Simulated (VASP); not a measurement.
Crystal: Rh.

```xyz
1
Lattice="0.0000 1.9030 1.9030 1.9030 0.0000 1.9030 1.9030 1.9030 0.0000" Properties=species:S:1:pos:R:3 pbc="T T T"
Rh    0.0000    0.0000    0.0000
```

- Program: VASP 6.6.1
- Task: relaxation of cell and atoms
- Functional: PBEsol
- Potentials or basis: VASP PAW PBE potentials, release 64 (Rh_pv)
- Cutoff: 600 eV
- k mesh: 18 × 18 × 18
- Occupations: gaussian, width 0.1 eV
- Spin: no spin polarisation

At the start: pressure -6.0 GPa; volume 13.78 Å³/atom.

Problem. How do energy, volume and symmetry change on relaxing?

Solution. Over 4 steps the energy falls by 5.5 meV/atom and the volume is 13.49 Å³/atom (-2.1 %); space group Fm-3m (No. 225, to 0.05 Å).

Step by step:
```tsv
step	energy change (eV)	largest force (eV/Å)	pressure (GPa)	volume (Å³)
1	0.0000	0.0000	-5.96	13.78
2	0.0331	0.0000	18.45	12.78
3	-0.0055	0.0000	-0.12	13.50
4	-0.0055	0.0000	0.01	13.49
```

Final structure:
```
CELL_PARAMETERS angstrom
0.00000 1.88959 1.88959
1.88959 0.00000 1.88959
1.88959 1.88959 0.00000
ATOMIC_POSITIONS crystal
Rh 0.00000 0.00000 0.00000
```

Caveat: the PAW data sets were made with another functional, which shifts forces and pressure a little.
